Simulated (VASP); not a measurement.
Runs of VASP 6.6.1 on RbMg3. All rows change the cell; the cell of one of them follows. The structure is cubic, space group Pm-3m (No. 221). The conventional cell has a = 5.148 Å, b = 5.148 Å, c = 5.148 Å, α = 90.00°, β = 90.00°, γ = 90.00°. Rb (site symmetry m-3m) has 12 Mg at 3.64 Å as nearest neighbours. Mg (site symmetry 4/mmm) is surrounded by 4 Rb at 3.64 Å and 8 Mg at 3.64 Å. The cell was built by a generator and needn't be a form met in nature.

```csv
task,cell,k mesh,cutoff (eV),gap on the mesh (eV),pressure (GPa),relaxed volume (Å³/atom)
relaxation of cell and atoms,"relaxed from: species swapped into the GaNi3 type (Pm-3m, No. 221)",10 × 10 × 10,600,none,0.0,34.62
single point,"species swapped into the GaNi3 type (Pm-3m, No. 221)",4 × 4 × 4,520,none,0.1,-
single point,"species swapped into the GaNi3 type (Pm-3m, No. 221)",10 × 10 × 10,520,none,0.0,-
relaxation of cell and atoms,"relaxed from: species swapped into the GaNi3 type (Pm-3m, No. 221)",4 × 4 × 4,600,-,-0.1,(a)
```

Alike in all rows: level PBE; potentials or basis VASP PAW PBE potentials, release 64 (Rb_sv, Mg); no spin polarisation; smearing gaussian 0.1 eV.

Estimate the missing entries.

(a) 34.63.

Caveats: the volume moved by over 15 % at a fixed basis, so the end points are rough (some runs); the bands computed are all filled at some k points, so no gap is given (some runs).

A k mesh can miss the band edges, and the runs leave out spin-orbit coupling on Rb.

A gap of «none» marks a metal or a gap under the smearing width.
